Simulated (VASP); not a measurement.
## Al2O3 (Corundum): NMR shieldings

What are the shielding tensors of Al2O3 (Corundum)? The cell has space group R-3c. The start is a cell from a database of measured crystal structures.

Method: PBE; plane waves and PAW (Al, O), in the first sound run; inputs show where later runs differ, in VASP 6.6.1.

### Step 1. The starting structure

It takes space group R-3c (No. 167, trigonal). The conventional cell has a = 4.760 Å, b = 4.760 Å, c = 12.996 Å, α = 90.00°, β = 90.00°, γ = 120.00°. Al has 6 O at 1.85 to 1.97 Å nearest. O has 4 Al at 1.85 to 1.97 Å nearest. Farther neighbours and most contacts between anions are not listed.

Structure file:

```cif
data_structure
_symmetry_space_group_name_H-M 'P 1'
_symmetry_Int_Tables_number 1
_cell_length_a 5.1302
_cell_length_b 5.1302
_cell_length_c 5.1302
_cell_angle_alpha 55.287
_cell_angle_beta 55.287
_cell_angle_gamma 55.287
_cell_volume 85.02
loop_
_atom_site_label
_atom_site_type_symbol
_atom_site_fract_x
_atom_site_fract_y
_atom_site_fract_z
_atom_site_occupancy
Al1 Al 0.85216 0.85216 0.85216 1
Al2 Al 0.64784 0.64784 0.64784 1
Al3 Al 0.14784 0.14784 0.14784 1
Al4 Al 0.35216 0.35216 0.35216 1
O5 O 0.05668 0.75000 0.44332 1
O6 O 0.75000 0.44332 0.05668 1
O7 O 0.44332 0.05668 0.75000 1
O8 O 0.94332 0.25000 0.55668 1
O9 O 0.25000 0.55668 0.94332 1
O10 O 0.55668 0.94332 0.25000 1
```

### Step 2. Ground state

A ground-state run shows first whether the cell has a gap, which the next steps need; its size sets how fine their mesh has to be.

Contents of INCAR:

```
SYSTEM = Al2O3
PREC = Accurate
ENCUT = 520
EDIFF = 1E-07
NELM = 100
ISMEAR = 0
SIGMA = 0.01
LREAL = .FALSE.
ALGO = Normal
GGA = PE
NBANDS = 34
LORBIT = 11
LWAVE = .FALSE.
LCHARG = .FALSE.
KPAR = 4
```

Contents of POSCAR:

```
Al2O3
1.0
    2.3802500000      1.3742379782      4.3318666667
   -2.3802500000      1.3742379782      4.3318666667
    0.0000000000     -2.7484759565      4.3318666667
Al O
4 6
Direct
    0.8521600000      0.8521600000      0.8521600000
    0.6478400000      0.6478400000      0.6478400000
    0.1478400000      0.1478400000      0.1478400000
    0.3521600000      0.3521600000      0.3521600000
    0.0566800000      0.7500000000      0.4433200000
    0.7500000000      0.4433200000      0.0566800000
    0.4433200000      0.0566800000      0.7500000000
    0.9433200000      0.2500000000      0.5566800000
    0.2500000000      0.5566800000      0.9433200000
    0.5566800000      0.9433200000      0.2500000000
```

Contents of KPOINTS:

```
Automatic mesh
0
Gamma
5 5 5
0 0 0
```

PAW data sets: Al and O (PBE family, release 64).

Started as:

```console
mpirun -np 4 vasp_std
```

Log:

```text
[banner, memory and clock lines left out]
running    4 mpi-ranks, on    1 nodes
 distrk:  each k-point on    1 cores,    4 groups
 distr:  one band on    1 cores,    1 groups

 POSCAR found type information on POSCAR AlO
 POSCAR found :  2 types and      10 ions
 LDA part: xc-table for (Slater+PW92), standard interpolation
 POSCAR, INCAR and KPOINTS ok, starting setup
 FFT: planning ... GRIDC
 FFT: planning ... GRID_SOFT
 FFT: planning ... GRID
 WAVECAR not read
 entering main loop
       N       E                     dE             d eps       ncg     rms          rms(c)
DAV:   1     0.233854323578E+03    0.23385E+03   -0.25412E+04  1292   0.134E+03
DAV:   2    -0.700666502035E+02   -0.30392E+03   -0.29493E+03  1650   0.294E+02
DAV:   3    -0.827144869270E+02   -0.12648E+02   -0.12605E+02  1664   0.618E+01
DAV:   4    -0.828136079227E+02   -0.99121E-01   -0.99056E-01  1584   0.627E+00
DAV:   5    -0.828148106986E+02   -0.12028E-02   -0.12025E-02  1646   0.693E-01    0.176E+01
DAV:   6    -0.746871041786E+02    0.81277E+01   -0.29710E+01  1568   0.293E+01    0.599E+00
DAV:   7    -0.747277967058E+02   -0.40693E-01   -0.85907E-01  1556   0.466E+00    0.328E+00
DAV:   8    -0.747469469922E+02   -0.19150E-01   -0.84408E-02  1558   0.226E+00    0.691E-01
DAV:   9    -0.747509382941E+02   -0.39913E-02   -0.21767E-02  1664   0.815E-01    0.315E-01
DAV:  10    -0.747515616584E+02   -0.62336E-03   -0.74994E-04  1440   0.167E-01    0.699E-02
DAV:  11    -0.747515260927E+02    0.35566E-04   -0.35543E-04  1624   0.107E-01    0.222E-02
DAV:  12    -0.747515285148E+02   -0.24221E-05   -0.20519E-05  1536   0.274E-02    0.538E-03
DAV:  13    -0.747515280816E+02    0.43319E-06   -0.30834E-06  1606   0.976E-03    0.117E-03
DAV:  14    -0.747515279726E+02    0.10907E-06   -0.15814E-07  1144   0.248E-03    0.598E-04
DAV:  15    -0.747515280395E+02   -0.66933E-07   -0.12694E-08   868   0.742E-04
   1 F= -.74751528E+02 E0= -.74751528E+02  d E =-.897559E-18
```

The job ended after 24 s (4 MPI ranks of AMD EPYC 7R43, shared host; peak memory 0.86 GiB; 90 s of CPU time).

The logs omit lines about the potential files and the build; timing stands in the text.

Parts of OUTCAR (step 2):

```text
ion  position               nearest neighbor table
   1  0.852  0.852  0.852-   8 1.85   9 1.85  10 1.85   6 1.97   7 1.97   5 1.97   2 2.66   3 2.79
                             3 2.79   3 2.79   2 3.22   2 3.22   2 3.22
   2  0.648  0.648  0.648-   9 1.85   8 1.85  10 1.85   5 1.97   7 1.97   6 1.97   1 2.66   4 2.79
                             4 2.79   4 2.79   1 3.22   1 3.22   1 3.22
   3  0.148  0.148  0.148-   5 1.85   6 1.85   7 1.85   9 1.97  10 1.97   8 1.97   4 2.66   1 2.79
                             1 2.79   1 2.79   4 3.22   4 3.22   4 3.22
   4  0.352  0.352  0.352-   6 1.85   5 1.85   7 1.85   8 1.97  10 1.97   9 1.97   3 2.66   2 2.79
                             2 2.79   2 2.79   3 3.22   3 3.22   3 3.22
   5  0.057  0.750  0.443-   3 1.85   4 1.85   2 1.97   1 1.97
   6  0.750  0.443  0.057-   4 1.85   3 1.85   1 1.97   2 1.97
   7  0.443  0.057  0.750-   3 1.85   4 1.85   1 1.97   2 1.97
   8  0.943  0.250  0.557-   1 1.85   2 1.85   4 1.97   3 1.97
   9  0.250  0.557  0.943-   2 1.85   1 1.85   3 1.97   4 1.97
  10  0.557  0.943  0.250-   1 1.85   2 1.85   3 1.97   4 1.97

  LATTYP: Found a trigonal (rhomboedric) cell.
 ALAT       =     5.1302230849
 COS(alpha) =     0.5694707703

 Subroutine GETGRP returns: Found 12 space group operations
 (whereof  6 operations were pure point group operations)

The static configuration has the point symmetry S_6 .
 The point group associated with its full space group is D_3d.

 Found     19 irreducible k-points:

   k-points           NKPTS =     19   k-points in BZ     NKDIM =     19   number of bands    NBANDS=     34

   dimension x,y,z NGX =    40 NGY =   40 NGZ =   40
   dimension x,y,z NGXF=    80 NGYF=   80 NGZF=   80

   ENCUT  =  520.0 eV  38.22 Ry    6.18 a.u.   9.54  9.54  9.54*2*pi/ulx,y,z

   NELECT =      48.0000    total number of electrons

 k-points in reciprocal lattice and weights: Automatic mesh
   0.00000000  0.00000000  0.00000000       0.008
   0.20000000 -0.00000000  0.00000000       0.048
   0.40000000 -0.00000000 -0.00000000       0.048
   0.20000000  0.20000000  0.00000000       0.048
   0.40000000  0.20000000 -0.00000000       0.096
  -0.40000000  0.20000000  0.00000000       0.096
  -0.20000000  0.20000000  0.00000000       0.048
   0.40000000  0.40000000 -0.00000000       0.048
  -0.40000000  0.40000000  0.00000000       0.048
[...]
0.40000000  0.40000000  0.40000000       0.016
  -0.40000000  0.40000000  0.40000000       0.048

 average (electrostatic) potential at core
       1 -71.4552       2 -71.4552       3 -71.4552       4 -71.4552       5 -67.0387
       6 -67.0387       7 -67.0387       8 -67.0387       9 -67.0387      10 -67.0387

 E-fermi :   6.1993

 k-point     1 :       0.0000    0.0000    0.0000
  band No.  band energies     occupation
    ...
     20       5.6493      2.00000
     21       5.6493      2.00000
     22       6.0983      2.00000
     23       6.0983      2.00000
     24       6.1431      2.00000
     25      12.3578      0.00000
     26      15.2808      0.00000
     27      16.8769      0.00000
     28      17.6614      0.00000
     29      17.6614      0.00000
    ...

 k-point     2 :       0.2000   -0.0000    0.0000
  band No.  band energies     occupation
    ...
     20       5.0592      2.00000
     21       5.4236      2.00000
     22       5.7527      2.00000
     23       6.0348      2.00000
     24       6.0711      2.00000
     25      13.2245      0.00000
     26      15.9844      0.00000
     27      16.3391      0.00000
     28      17.1931      0.00000
     29      17.2720      0.00000
    ...

 k-point     3 :       0.4000   -0.0000   -0.0000
  band No.  band energies     occupation
    ...
     20       4.7911      2.00000
     21       5.1944      2.00000
     22       5.4803      2.00000
     23       5.8760      2.00000
     24       5.9097      2.00000
     25      14.8542      0.00000
     26      15.7904      0.00000
     27      15.9999      0.00000
     28      16.3083      0.00000
     29      17.4605      0.00000
    ...

  Total        3.9269930      3.9269930      3.5925953      0.0000000     -0.0000000      0.0000000
  in kB       74.0047947     74.0047947     67.7030181      0.0000000     -0.0000000      0.0000000
  external PRESSURE =      71.9042025 kB  Pullay stress =       0.0000000 kB

  energy-cutoff  :      520.00
  volume of cell :       85.02
      direct lattice vectors                 reciprocal lattice vectors
     2.380250000  1.374237978  4.331866667     0.210061968  0.121279334  0.076949121
    -2.380250000  1.374237978  4.331866667    -0.210061968  0.121279334  0.076949121
     0.000000000 -2.748475957  4.331866667     0.000000000 -0.242558668  0.076949121

 POSITION                                       TOTAL-FORCE (eV/Angst)
 -----------------------------------------------------------------------------------
      0.00000     -0.00000     11.07433         0.000000      0.000000     -0.024356
      0.00000     -0.00000      8.41907         0.000000     -0.000000      0.024356
      0.00000     -0.00000      1.92127         0.000000     -0.000000      0.024356
      0.00000     -0.00000      4.57653         0.000000      0.000000     -0.024356
     -1.65027     -0.10988      5.41483        -0.013113     -0.022713     -0.000000
      0.72998      1.48412      5.41483        -0.013113      0.022713     -0.000000
      0.92030     -1.37424      5.41483         0.026226     -0.000000     -0.000000
      1.65027      0.10988      7.58077         0.013113      0.022713     -0.000000
     -0.72998     -1.48412      7.58077         0.013113     -0.022713     -0.000000
     -0.92030      1.37424      7.58077        -0.026226     -0.000000     -0.000000
 -----------------------------------------------------------------------------------
    total drift:                               -0.000000      0.000000     -0.000000

  FREE ENERGIE OF THE ION-ELECTRON SYSTEM (eV)
  ---------------------------------------------------
  free  energy   TOTEN  =       -74.7515280395 eV

  energy  without entropy=      -74.7515280395  energy(sigma->0) =      -74.75152804

 total charge
# of ion       s       p       d       tot
------------------------------------------
    1        0.312   0.402   0.000   0.714
    2        0.312   0.402   0.000   0.714
    3        0.312   0.402   0.000   0.714
    4        0.312   0.402   0.000   0.714
    5        1.548   3.646   0.000   5.194
    6        1.548   3.646   0.000   5.194
    7        1.548   3.646   0.000   5.194
    8        1.548   3.646   0.000   5.194
    9        1.548   3.646   0.000   5.194
   10        1.548   3.646   0.000   5.194
--------------------------------------------------
tot         10.533  23.486   0.000  34.019

[... 3 further parts left out ...]
```

The gap is read on the k-mesh alone, so it is an upper bound where the band edges lie off the mesh.

Numbers from this step:

```
free energy (TOTEN)            : -74.7515 eV
Fermi energy                   : 6.199 eV
pressure                       : 7.190 GPa
gap on the k-mesh              : 6.215 eV
least direct gap on the k-mesh : 6.215 eV
```

The cell has a gap of 6.21 eV on this mesh and a pressure of +7.2 GPa, which holds the misfit of the given cell and coordinates with this functional, and any error of cutoff, mesh and data sets.

(Continued in part 2 of 5.)

[Lines on the potential files, build, host, timing and source positions are cut from VASP's logs without a mark.]

[Logs are printed without paths, hosts, clocks, repeated set-up lines and the standing remarks that a program may print on its own settings, such as how far it seeks lower states.]

[Hosts, paths, dates, database ids (printed as entryN), source tags and the programs' standing remarks are cut or masked in the printed files.]
